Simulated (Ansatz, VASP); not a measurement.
Two plane-wave programs on Si

```
Si
1.0
     0.00000    2.74999    2.29239
     2.74999    0.00000    2.29239
     2.74999    2.74999    0.00000
Si
2
Direct
  0.50000 0.50000 0.50000
  0.75000 0.75000 0.75000
```

Alike in both runs: task single point; functional LDA; k mesh 12 × 12 × 12; occupations gaussian, width 0.05 eV; no spin polarisation.

|  | VASP | Ansatz |
| --- | --- | --- |
| version | VASP 6.6.1 | Ansatz 0.2.0 |
| potentials or method | VASP PAW LDA potentials, release 64 (Si) | scalar-relativistic, plane waves, PAW |
| plane-wave cutoff (eV) | 520 | 420 |
| valence electrons in the cell | 8 | 8 |

```csv
,VASP,Ansatz,Ansatz less VASP
gap on the k mesh at the Fermi level (eV),none,none,-
pressure (GPa),13.6,13.6,-0.08
largest component of the traceless stress (GPa),5.24,5.26,+0.013
```

A gap of «none» marks a metal or a gap that the smearing closes. Ansatz warned: «pseudo_functional_mismatch».
